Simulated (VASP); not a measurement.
# ScFe: structure and properties in VASP, part 2 of 2

Aim: relax ScFe, then compute properties on the relaxed cell. The cell is invented: it takes the structure of a Materials Project entry for GaFe (space group 187 there), with some of its atoms replaced by other elements, volume scaled by an estimate. It may not be a known or stable phase.

VASP 6.6.1, plane waves and PAW; the level of theory is named at each step.

Still holding for the runs below: The magnetic state follows from one typed start and may not be the lowest.

So far, moment of the cell, from the last line of the log (μB): step 2 (full relaxation (vdW-DF)) 1.07; step 3 (second relaxation) 0.996; step 4 (density, ELF and potential (vdW-DF)) 0.998; step 5 (band structure (vdW-DF)) 0.998. The relaxed cell has a = 3.234, c = 3.835 Å (conventional setting).

### Step 6. Total and projected DOS (vdW-DF) (continued)

With tetrahedra the forces and stress of a metal are not exact derivatives of the energy.

Numbers from this step:

```
SCF cycles                                        : 18
irreducible k-points                              : 144
free energy (TOTEN)                               : -7.646 eV
Fermi energy                                      : 4.341 eV
pressure                                          : 0.1693 GPa
moment of the cell, from the last line of the log : 1.026 μB
DOS at the Fermi level                            : 0.9398 states/eV/cell
```

Spin moment in the PAW sphere by atom:

| atom | spin moment in the PAW sphere (μB) |
| --- | --- |
| Fe1 | 1.64 |
| Sc2 | -0.41 |

The density of states has structure finer than the step of the table below, so its rows give means over 0.5 eV, whole bins alone (the curve runs from -12.0 to 2.34 eV). Peaks (eV: height): total up -1.79: 4.32, -1.49: 3.30, -1.20: 7.93, -1.08: 4.87; total down -1.52: 2.25, -0.47: 3.67, -0.20: 5.81, 1.90: 2.89; Fe d up -1.79: 3.22, -1.20: 6.83, -1.08: 4.26; Fe d down -0.47: 2.39, -0.20: 4.53, 1.11: 1.28; Sc d up -1.20: 0.336, 1.67: 1.62, 2.22: 1.27.

States under -12.0 eV and over 2.3 eV are left out. The density of states by energy, zero at the Fermi level; means over each step; values in states/eV/cell:

| energy (eV) | total up | total down | Fe d up | Fe d down | Sc d up | Sc d down |
| --- | --- | --- | --- | --- | --- | --- |
| -6.5 | 0 | 0 | 0 | 0 | 0 | 0 |
| -6.0 | 6.0e-4 | 0.0154 | 0 | 0 | 0 | 0 |
| -5.5 | 0.0479 | 0.0687 | 0 | 2.2e-5 | 5.1e-5 | 2.0e-5 |
| -5.0 | 0.0918 | 0.106 | 4.6e-4 | 4.9e-4 | 3.9e-4 | 6.4e-4 |
| -4.5 | 0.132 | 0.142 | 0.00214 | 0.00149 | 0.00133 | 0.00189 |
| -4.0 | 0.186 | 0.186 | 0.00776 | 0.00399 | 0.00377 | 0.00474 |
| -3.5 | 0.272 | 0.244 | 0.0264 | 0.00967 | 0.0105 | 0.0114 |
| -3.0 | 0.507 | 0.330 | 0.135 | 0.0236 | 0.0370 | 0.0289 |
| -2.5 | 1.53 | 0.539 | 0.837 | 0.0723 | 0.167 | 0.0797 |
| -2.0 | 2.63 | 0.747 | 1.83 | 0.190 | 0.189 | 0.146 |
| -1.5 | 2.91 | 1.81 | 2.25 | 0.724 | 0.192 | 0.382 |
| -1.0 | 2.97 | 1.62 | 2.55 | 0.832 | 0.112 | 0.290 |
| -0.5 | 0.654 | 2.93 | 0.417 | 1.90 | 0.0567 | 0.440 |
| 0.0 | 0.586 | 1.47 | 0.227 | 1.10 | 0.126 | 0.130 |
| 0.5 | 0.786 | 1.09 | 0.210 | 0.766 | 0.254 | 0.136 |
| 1.0 | 0.797 | 1.66 | 0.180 | 1.04 | 0.305 | 0.327 |
| 1.5 | 1.11 | 1.51 | 0.119 | 0.661 | 0.586 | 0.530 |
| 2.0 | 1.45 | 1.80 | 0.210 | 0.638 | 0.767 | 0.723 |

The finer mesh and the other smearing move the Fermi level by -0.04 eV from the 9×9×7 run, a small shift, which tests the Fermi level alone. Of the states within 0.3 eV of the Fermi level, the largest shares in the PAW spheres are Fe d 66 % and Sc d 12 %. The rest lies in smaller channels or between the spheres.

### Step 7. Core levels (vdW-DF)

ICORELEVEL = 1 prints the core eigenvalues in the potential of the ground state.

INCAR

```
SYSTEM = ScFe
PREC = Accurate
ENCUT = 400
EDIFF = 1E-06
NELM = 100
ISMEAR = 0
SIGMA = 0.05
LREAL = .FALSE.
ALGO = Normal
GGA = RE
AGGAC = 0
LUSE_VDW = .TRUE.
LASPH = .TRUE.
ISPIN = 2
MAGMOM = 1.585 -0.388
LMAXMIX = 4
LORBIT = 11
LWAVE = .FALSE.
LCHARG = .FALSE.
ICORELEVEL = 1
```

POSCAR

```
ScFe
1.0
    3.2343496747      0.0000000000      0.0000000000
   -1.6171748374      2.8010285150      0.0000000000
    0.0000000000      0.0000000000      3.8346693326
Fe Sc
1 1
Direct
    0.6666666700      0.3333333300      0.0000000000
    0.0000000000      0.0000000000      0.5000000000
```

KPOINTS

```
Automatic mesh
0
Gamma
9 9 7
0 0 0
```

Potentials, in the order of the species: Fe and Sc_sv (PBE family, release 64).

On the command line:

```bash
> mpirun -np 1 vasp_std
```

Run time: 56 s. Hardware: 1 MPI rank of Intel Xeon Platinum 8375C at 2.90GHz (Ice Lake), shared host; peak memory 0.3 GiB.

These are scalar-relativistic Kohn-Sham levels of the ground state, with no core hole, so they are not binding energies.

Numbers from this step:

* SCF cycles: 16
* irreducible k-points: 48
* free energy (TOTEN): -7.649 eV
* Fermi energy: 4.379 eV
* pressure: -0.2055 GPa
* moment of the cell, from the last line of the log: 0.9976 μB

Spin moment in the PAW sphere by atom:

| atom | spin moment in the PAW sphere (μB) |
| --- | --- |
| Fe1 | 1.58 |
| Sc2 | -0.39 |

Kohn-Sham core levels. Core levels, by row:

| atom | shell | level below the Fermi level (eV) |
| --- | --- | --- |
| Fe1 | 1s | 6991 |
| Fe1 | 2s | 811.7 |
| Fe1 | 2p | 690.4 |
| Fe1 | 3s | 85.78 |
| Fe1 | 3p | 51.89 |
| Sc2 | 1s | 4390 |
| Sc2 | 2s | 467.5 |
| Sc2 | 2p | 381.4 |

### Step 8. Elastic constants (vdW-DF)

IBRION = 6 with ISIF = 3 strains the cell both ways at fixed fractional positions, and adds the ions' share afterwards from the force constants. Stress converges slowly with the basis, so the cutoff is raised.

INCAR: that of step 7 with these lines changed.

```diff
@@ -2,4 +2,4 @@
 PREC = Accurate
-ENCUT = 400
-EDIFF = 1E-06
+ENCUT = 500
+EDIFF = 1E-07
 NELM = 100
@@ -19,2 +19,6 @@
 LCHARG = .FALSE.
-ICORELEVEL = 1
+IBRION = 6
+NFREE = 2
+POTIM = 0.015
+ISIF = 3
+NSW = 1
```

POSCAR is that of step 7.

KPOINTS is that of step 7.

On the command line:

```bash
> mpirun -np 1 vasp_std
```

Elapsed: 20 min, on 1 MPI rank; peak memory 0.46 GiB.

The run was stopped at its time limit, by a STOPCAR file.

More ranks or a longer limit would be the way on.

### Step 9. Outcome

* relaxed volume: 17.37 Å³/atom
* relaxed conventional cell a, b, c: 3.234, 3.234, 3.835 Å; angles 90.0, 90.0, 120.0°
* space group after relaxing, within 0.02 Å: P-6m2 (No. 187)
* moment of the cell (9×9×7 mesh): 0.998 μB
* largest site moment (9×9×7 mesh): 1.58 μB on Fe1
* band gap: none, a metal
* DOS at the Fermi level: 0.940 states/eV/cell
* shallowest level of the frozen cores: Fe1 3p, 51.9 eV deep

In words: With vdW-DF, ScFe relaxes to 17.37 Å³/atom in space group P-6m2, comes out as a metal and keeps moments of up to 1.58 μB (9×9×7 mesh). Not obtained: elastic constants (vdW-DF), because the run hit its time limit. Band structure (vdW-DF), spin up: Of the bands kept, 2 cross the Fermi level on this path. Band structure (vdW-DF), spin down: Of the bands kept, 2 cross the Fermi level on this path. The k-sampling is coarse for a metal, so the Fermi level, moments, pressures and the shape of the cell carry errors. Only the typed magnetic starts were tried, so the magnetic ground state may differ and with it the other results. No search among competing phases was made. All values are for a static lattice at zero temperature.

[Lines on the potential files, build, host, timing and source positions are cut from VASP's logs without a mark.]

[Logs are printed without paths, hosts, clocks, repeated set-up lines and the standing remarks that a program may print on its own settings, such as how far it seeks lower states.]

[Hosts, paths, dates, database ids (printed as entryN), source tags and the programs' standing remarks are cut or masked in the printed files.]

[A measured line is paired with the nearest computed mode of its activity, which favours agreement.]
